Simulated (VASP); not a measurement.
Consider the following.

```
CELL_PARAMETERS angstrom
      1.06785    -1.84957     0.00000
      1.06785     1.84957     0.00000
      0.00000     0.00000     3.38946
ATOMIC_POSITIONS crystal
  Be 0.33333 0.66667 0.25000
  Be 0.66667 0.33333 0.75000
```

All values below come from LDA (Ceperley-Alder, Perdew-Zunger), VASP's LDA PAW potentials (set 64) (plane waves; VASP). Run with 500 eV cut-off, 19×19×11 Γ-centred mesh, first-order Methfessel-Paxton smearing of 0.10 eV, potentials Be.

Energy and stress use the plane-wave basis of the starting cell.

### Question
The ions, cell shape and volume at an external pressure of 30.0 GPa are relaxed. Give the cell that the relaxation ends in.

### Answer

```
CELL_PARAMETERS angstrom
      1.05030    -1.81917     0.00000
      1.05030     1.81917     0.00000
      0.00000     0.00000     3.33944
ATOMIC_POSITIONS crystal
  Be 0.33333 0.66667 0.25000
  Be 0.66667 0.33333 0.75000
```
Space group P6_3/mmc (194), at a tolerance of 0.03 Å.

### Question
How do energy and volume change from the first to the last step?

### Answer
The energy (σ→0) changes by +48.3 meV/atom and the volume by -4.7 %, in 5 ionic steps.

The compound is Be in the hcp structure. This run relaxes it under an external pressure of 30 GPa. Symmetry was kept, so distortions that lower it aren't found.
